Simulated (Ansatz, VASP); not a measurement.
# Hf (Hafnium) in two plane-wave programs, part 2 of 2

Wanted: the spread between two codes on one cell, functional and k mesh. Of the first pair: The cell is a member of a volume series, scaled by 1.02 from a relaxed one, so a pressure remains. Valence electrons are named where the data sets of a main pair hold unlike numbers.

VASP 6.6.1 and Ansatz 0.2.0.

So far. Step 3 (Ansatz: single point, r2SCAN with rVV10, volume scaled …): The run ends at a pressure of -2.06 GPa.

## (5) Ansatz: electric field gradients, r2SCAN with rVV10

Level of this step: Ansatz beside VASP: Kohn-Sham DFT, plane waves, r2SCAN with rVV10 (Ansatz).

Field gradients test the density near the nuclei, where the PAW reconstruction matters most. The cell compared in this pair holds 44.16 Å³, against 45.04 Å³ for the pair before.

The cell is taken from a series of VASP runs on this material, whose earlier steps may have relaxed, scaled or displaced it; both programs get it as it stands.

The input, input.yaml:

```yaml
crystal:
  lattice:
    - [3.1864262073, 0.0, 0.0]
    - [-1.5932131036, 2.7595260428, 0.0]
    - [0.0, 0.0, 5.0220807124]
  atoms:
    - { symbol: Hf, position: [0.3333333333, 0.6666666667, 0.25] }
    - { symbol: Hf, position: [0.6666666667, 0.3333333333, 0.75] }
hamiltonian:
  xc: r2scan
  pseudopotentials: { kind: paw }
  dispersion: rvv10
kpoints:
  mp_grid: { grid: [8, 8, 5] }
scf:
  occupations: { method: methfessel_paxton, width: 0.2 }
  n_extra_bands: 4
output:
  forces: true
  stress: true
  eigenvalues: true
  efg: {}
```

Command:

```bash
ansatz run input.yaml --threads 2 --pin off --max-ram 4608MiB --backend cpu --events-out ev --progress --plain --runs-dir out
```

Numbers of over 12 decimals in the logs are rounded to 6 here.

What it wrote:

```text
[...]
Hf: output.efg is read without spin–orbit coupling, which moves field gradients at and beside such atoms by some per cent and up to a factor of two; PAW files take it under magnetization.noncollinear and magnetization.spin_orbit
[...]
Crystal: 2 atoms, lattice volume = 44.159 Å³
[...]
--- Band table (eV; the first three rows and the last of 30) ---
  k-point 0: bands = [... 22 lower, 12.3022, 16.2108, 20.6184, 21.4103, 21.4103, 21.7656, 22.3109, 22.3109]
  k-point 1: bands = [... 22 lower, 12.6887, 15.9828, 20.2141, 21.2443, 21.2443, 21.4144, 22.0090, 22.0090]
  k-point 2: bands = [... 22 lower, 13.7370, 15.0667, 20.0369, 20.6307, 21.1931, 21.1931, 21.4909, 21.4909]
  k-point 29: bands = [... 22 lower, 17.5702, 17.9333, 18.9143, 18.9845, 19.8412, 19.9046, 22.5356, 23.4425]
[key lines of the parts left out:]
SCF converged after 7 iterations
Free energy (F): -31460.547423 eV
Fermi energy:    20.142852 eV
P = ⅓ Tr σ = 0.1794 GPa (1.794 kbar)
```

Run time: 11 s. Hardware: 2 threads of Arm Neoverse N1, shared host; peak memory 0.52 GiB; 16 s of CPU time.

The run ends at a pressure of 0.18 GPa.

## (6) VASP: electric field gradients, r2SCAN with rVV10

The same cell, functional, mesh and smearing now go to VASP, with its own data sets.

The input, INCAR:

```
SYSTEM = Hf
PREC = Accurate
ENCUT = 400
EDIFF = 1E-07
NELM = 100
ISMEAR = 1
SIGMA = 0.2
LREAL = .FALSE.
ALGO = Normal
METAGGA = R2SCAN
LUSE_VDW = .TRUE.
IVDW_NL = 2
BPARAM = 11.95
CPARAM = 0.0093
LASPH = .TRUE.
NBANDS = 16
LORBIT = 11
LWAVE = .FALSE.
LCHARG = .FALSE.
KPAR = 2
LEFG = .TRUE.
```

The input, POSCAR:

```
Hf
1.0
    3.1864262073      0.0000000000      0.0000000000
   -1.5932131036      2.7595260428      0.0000000000
    0.0000000000      0.0000000000      5.0220807124
Hf
2
Direct
    0.3333333333      0.6666666667      0.2500000000
    0.6666666667      0.3333333333      0.7500000000
```

The input, KPOINTS:

```
Automatic mesh
0
Gamma
8 8 5
0 0 0
```

PAW data sets: Hf_pv (PBE family, release 64).

Command:

```bash
mpirun -np 2 vasp_std
```

What it wrote:

```text
[banner, memory and clock lines left out]
running    2 mpi-ranks, on    1 nodes
[...]
[... a notice as in an earlier step ...]

 [... a notice as in an earlier step ...]

 LDA part: xc-table for (None), standard interpolation
 POSCAR, INCAR and KPOINTS ok, starting setup
[...]
entering main loop
       N       E                     dE             d eps       ncg     rms          rms(c)
Total rVV10 correction in eV:      0.3886374    22.5152500
Total rVV10 correction in eV:      0.3886374    22.5152500
DAV:   1    -0.302585635225E+02   -0.30259E+02   -0.10493E+04   960   0.102E+03
DAV:   2    -0.940735428456E+02   -0.63815E+02   -0.62412E+02  1280   0.236E+02
DAV:   3    -0.956439502289E+02   -0.15704E+01   -0.15666E+01  1320   0.264E+01
DAV:   4    -0.956568706671E+02   -0.12920E-01   -0.12919E-01  1176   0.302E+00
DAV:   5    -0.956570602026E+02   -0.18954E-03   -0.18953E-03  1320   0.295E-01    0.725E+01
Total rVV10 correction in eV:      0.3674886    22.5152502
Total rVV10 correction in eV:      0.3674886    22.5152502
[...]
0.0000000     0.0000005     0.0000000   -63.6048746    -0.0000000     0.0000001
     0.0000654     0.0000005     0.0000000   -63.5482082    -0.0000000     0.0000001
     0.0000901     0.0000005     0.0000000   -63.5201020    -0.0000000     0.0000001
     0.0001241     0.0000005     0.0000000   -63.4765710    -0.0000000     0.0000001
     0.0001709     0.0000005     0.0000000   -63.4094282    -0.0000000     0.0000001

ion   2
     0.0000000     0.0000000     0.0000000    -1.5650874    -0.0000000     0.0000000
     0.0000654     0.0000000     0.0000000    -1.5650874    -0.0000000     0.0000000
     0.0000901     0.0000000     0.0000000    -1.5650873    -0.0000000     0.0000000
     0.0001241     0.0000000     0.0000000    -1.5650873    -0.0000000     0.0000000
     0.0001709     0.0000000     0.0000000    -1.5650872    -0.0000000     0.0000000

     0.0000000     0.0000005     0.0000000   -63.6048746    -0.0000000     0.0000001
     0.0000654     0.0000005     0.0000000   -63.5482082    -0.0000000     0.0000001
     0.0000901     0.0000005     0.0000000   -63.5201020    -0.0000000     0.0000001
     0.0001241     0.0000005     0.0000000   -63.4765710    -0.0000000     0.0000001
     0.0001709     0.0000005     0.0000000   -63.4094282    -0.0000000     0.0000001

   1 F= -.89960416E+02 E0= -.89963592E+02  d E =0.952845E-02
```

From OUTCAR (step 6):

```text
  Total        0.0039439      0.0039439     -0.0006575      0.0000000      0.0000000      0.0000000
  in kB        0.1430917      0.1430917     -0.0238563      0.0000000      0.0000000      0.0000000
  external PRESSURE =       0.0874424 kB  Pullay stress =       0.0000000 kB

 POSITION                                       TOTAL-FORCE (eV/Angst)
 -----------------------------------------------------------------------------------
     -0.00000      1.83968      1.25552        -0.000000      0.000000      0.000000
      1.59321      0.91984      3.76656         0.000000      0.000000      0.000000
 -----------------------------------------------------------------------------------
    total drift:                               -0.000000      0.000000     -0.000000

  FREE ENERGIE OF THE ION-ELECTRON SYSTEM (eV)
  ---------------------------------------------------
  free  energy   TOTEN  =       -89.9604163167 eV

  energy  without entropy=      -89.9699447711  energy(sigma->0) =      -89.96359247

[... 1 part as in an earlier step ...]

[... 2 further parts left out ...]
[key lines of the parts left out:]
E-fermi :   4.9408
```

The run ends at a pressure of 0.01 GPa.

## (7) Differences

What differs besides the data sets and the points named for the pairs above, as far as they apply: Ansatz adds the response of the frozen cores to the gradients, VASP leaves it out; the data sets hold 52 valence electrons in Ansatz (on its default PAW (the set named soft_2) files) and 20 in VASP. Total energies have different zeros and are not compared.

Compared:

```csv
quantity,Ansatz,VASP,difference
pressure (GPa),0.18,0.01,+0.17
Vzz at Hf1 (V/Å²),92.8,80.3,+12.4
Vzz at Hf2 (V/Å²),92.8,80.3,+12.4
```

## (8) What the set-up changes

Further runs change the set-up of one program: Ansatz's method, potentials or start, or VASP's data sets, cutoff or form of LDA. The table gives Ansatz less VASP for each quantity, since a change that brings one quantity closer may part another.

```csv
run,pressure (GPa),Vzz at Hf1 (V/Å²),Vzz at Hf2 (V/Å²)
as above,0.17,12,12
cores kept as stored,0.17,3.4,3.4
Ansatz's larger PAW set (cutoff 620 eV),0.16,11,11
```

## (9) Summary of results

| Property | Result |
| --- | --- |
| difference in pressure (single point, r2SCAN with rVV10, volume scaled by 1.02) | 0.21 GPa |
| difference in Vzz at Hf1 (electric field gradients, r2SCAN with rVV10) | 12 V/Å² |

What this shows: The difference in pressure is 0.21 GPa (single point, r2SCAN with rVV10, volume scaled by 1.02), within the 1 GPa picked in this series as the mark of a large difference. The data sets hold unlike numbers of valence electrons (52 in Ansatz and 20 in VASP), so part of the differences comes from the potentials. Electric field gradients, r2SCAN with rVV10, cores kept as stored: the difference in Vzz at Hf1 goes from 12 to 3.4 V/Å²; the difference in Vzz at Hf2 goes from 12 to 3.4 V/Å². 2 further runs of this series are not shown here. Such differences can come from data sets, numerical settings and the points named under the comparisons, not from the functional's error against experiment.

[Lines on the potential files, build, host, timing and source positions are cut from VASP's logs without a mark.]

[Logs are printed without paths, hosts, clocks, repeated set-up lines and the standing remarks that a program may print on its own settings, such as how far it seeks lower states.]

[Hosts, paths, dates, database ids (printed as entryN), source tags and the programs' standing remarks are cut or masked in the printed files.]
